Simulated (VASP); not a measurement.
BN (wurtzite), at 0.96 of the tabulated volume:

```
CELL_PARAMETERS angstrom
      1.25777    -2.17852     0.00000
      1.25777     2.17852     0.00000
      0.00000     0.00000     4.16297
ATOMIC_POSITIONS crystal
  B  0.66667 0.33333 0.50000
  B  0.33333 0.66667 0.00000
  N  0.66667 0.33333 0.87500
  N  0.33333 0.66667 0.37500
```

The lowest empty band near K, direction to M, from mBJ (TB09) with spin-orbit coupling in VASP (PAW); its two spin partners are averaged. The gap over the points computed is 6.68 eV, and the next band on that side lies 8.74 eV away at the edge.

Run with 520 eV cut-off, 11×11×6 Γ-centred mesh, Gaussian smearing of 0.050 eV, potentials B N.

| distance from the edge in k (1/Å) | distance in energy (meV) |
|---|---|
| 0.025 | 4.6 |
| 0.035 | 8.9 |
| 0.050 | 18.2 |
| 0.070 | 35.7 |

Task: Fit E(1 + αE) = ħ²k²/2m* (ħ²/2m0 = 3.810 eV Å²) and predict the row at 0.095 1/Å.

Result: The rows don't resolve α, so a parabola serves: the electron mass is m* = 0.523 m0, and so 65.7 meV. The run gave 65.6 meV, -0.1 meV from the fit.

Left out are points under 3 meV from the edge, since the levels carry 0.1 meV, and points farther than half the way to the next band.

The compound is BN in the wurtzite structure, a metastable high-pressure form. The cell was not relaxed at this level.
